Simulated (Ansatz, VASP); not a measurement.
**One calculation of TlGa, two programs**

INCAR

```
SYSTEM = TlGa
PREC     = Accurate       ! precision mode
ENCUT    = 600            ! plane-wave cutoff, eV
EDIFF    = 1E-6           ! SCF threshold, eV
ISMEAR   = -1             ! smearing method
SIGMA    = 0.05           ! smearing width, eV
LREAL    = .FALSE.        ! projectors in reciprocal space
LASPH    = .TRUE.         ! aspherical terms in the spheres
NELM     = 100            ! most SCF steps
ALGO     = Fast           ! electronic algorithm
ISIF     = 3              ! what is computed and relaxed
LWAVE    = .FALSE.        ! write WAVECAR
LCHARG   = .FALSE.        ! write CHGCAR
GGA      = PE             ! functional
IBRION   = 2              ! ionic algorithm
NSW      = 60             ! ionic steps
EDIFFG   = -0.01          ! ionic threshold
```

File KPOINTS:

```
regular mesh
0
G
  7 7 4
  0 0 0
```

File POSCAR:

```
TlGa
1.0
    3.6521389600      0.0000000000      0.0000000000
   -1.8260694800      3.1628451200      0.0000000000
    0.0000000000      0.0000000000      5.8682937400
Tl Ga
1 1
Direct
    0.3333333300      0.6666666700      0.5000000000
    0.0000000000      0.0000000000      0.0000000000
```

Contents of input.yaml:

```yaml
crystal:
  lattice:
    - [3.65213896, 0.0, 0.0]
    - [-1.82606948, 3.16284512, 0.0]
    - [0.0, 0.0, 5.86829374]
  atoms:
    - { symbol: Tl, position: [0.33333333, 0.66666667, 0.5] }
    - { symbol: Ga, position: [0.0, 0.0, 0.0] }
hamiltonian:
  xc: pbe
  pseudopotentials: { kind: paw }
kpoints:
  mp_grid: { grid: [7, 7, 4] }
scf:
  occupations: { method: fermi_dirac, width: 0.05 }
output:
  forces: true
  stress: true
relax:
  f_tol: 0.01
  max_steps: 40
  cell: { stress_tol: 0.05 }
```

Change from the starting cell: as made, not relaxed: species swapped into the YEr type (P-6m2, No. 187).

Alike in both runs: task relaxation of cell and atoms; functional PBE; k mesh 7 × 7 × 4; occupations fermi-dirac, width 0.05 eV; no spin polarisation.

|  | VASP | Ansatz |
| --- | --- | --- |
| version | VASP 6.6.1 | Ansatz 0.2.0 |
| potentials or method | VASP PAW PBE potentials, release 64 (Tl_d, Ga_d) | Ansatz PAW |
| plane-wave cutoff (eV) | 600 | 420 |
| valence electrons in the cell | 26 | 26 |

|  | VASP | Ansatz | Ansatz less VASP |
| --- | --- | --- | --- |
| relaxed volume (Å³/atom) | 25.75 | 25.74 | -0.002 |
| relaxed cell length with the largest relative difference (Å) | 5.409 | 5.408 | -0.0016 |
| energy change over the relaxation (meV/atom) | -148 | -148 | -0.4 |

Caveats: the volume moved by over 15 % at a fixed basis, so the end points are rough; the plane-wave basis is chosen anew once the cell has moved, so the energies of steps on either side of that aren't comparable (Ansatz). The runs have no spin-orbit coupling, so splittings on Tl are missing.
